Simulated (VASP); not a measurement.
All values below come from r2SCAN meta-GGA, VASP's PBE PAW potentials (set 64) (plane waves; VASP).

The input files of a VASP run:

### KPOINTS
```
Automatic mesh
0
Gamma
8 8 11
0 0 0
```

**POSCAR**
```
Zr
1
    5.0377217803    -0.0000000052     0.0000000000
   -2.5188603988     4.3627951395     0.0000000000
    0.0000000000     0.0000000000     3.1509077353
Zr
3
Direct
  0.0000000000   0.0000000000   0.0000000000
  0.3333330000   0.6666670000   0.5000000000
  0.6666670000   0.3333330000   0.5000000000
```

File KPOINTS_OPT:
```
k-points along high-symmetry lines
6
Line-mode
Reciprocal
  0.000000   0.000000   0.000000 ! GAMMA
  0.500000   0.000000   0.000000 ! M

  0.500000   0.000000   0.000000 ! M
  0.333333   0.333333   0.000000 ! K

  0.333333   0.333333   0.000000 ! K
  0.000000   0.000000   0.000000 ! GAMMA

  0.000000   0.000000   0.000000 ! GAMMA
  0.000000   0.000000   0.500000 ! A

  0.000000   0.000000   0.500000 ! A
  0.500000   0.000000   0.500000 ! L

  0.500000   0.000000   0.500000 ! L
  0.333333   0.333333   0.500000 ! H

  0.333333   0.333333   0.500000 ! H
  0.000000   0.000000   0.500000 ! A

  0.500000   0.000000   0.500000 ! L
  0.500000   0.000000   0.000000 ! M

  0.333333   0.333333   0.500000 ! H
  0.333333   0.333333   0.000000 ! K
```

### INCAR
```
ALGO = Normal
EDIFF = 1E-7
ENCUT = 400
ISIF = 2
ISMEAR = -5
LASPH = T
LCHARG = F
LEFG = T
LMAXMIX = 4
LMIXTAU = T
LORBIT = 11
LREAL = F
LWAVE = F
METAGGA = R2SCAN
NEDOS = 601
NELM = 100
PREC = Accurate
SYSTEM = Zr
```

POTCAR, in this order: Zr_sv (PBE.64 set). Program: vasp_std.

**Question.** What does the run give for the energy per atom (σ→0), band gap (over mesh and band path)?

**Answer.** 
- energy per atom (σ→0): -22762 meV/atom
- band gap (over mesh and band path): none (metal, semimetal or under 0.01 eV)

### OSZICAR
```
...
DAV:  16    -0.682868292835E+02   -0.49386E-04   -0.77896E-05  3540   0.748E-02    0.539E-03
DAV:  17    -0.682868429269E+02   -0.13643E-04   -0.14329E-05  3666   0.244E-02    0.263E-03
DAV:  18    -0.682868359099E+02    0.70170E-05   -0.31356E-06  3030   0.156E-02    0.199E-03
DAV:  19    -0.682868408265E+02   -0.49166E-05   -0.19007E-06  3054   0.973E-03    0.844E-04
DAV:  20    -0.682868411396E+02   -0.31306E-06   -0.31069E-07  2420   0.455E-03    0.708E-04
DAV:  21    -0.682868410772E+02    0.62385E-07   -0.63657E-08  1602   0.214E-03
   1 F= -.68286841E+02 E0= -.68286841E+02  d E =0.000000E+00
       N       E                     dE             ncg
```

The structure was generated: Zr was put into the omega type (P6/mmm), which need not be its known phase. It was relaxed first.
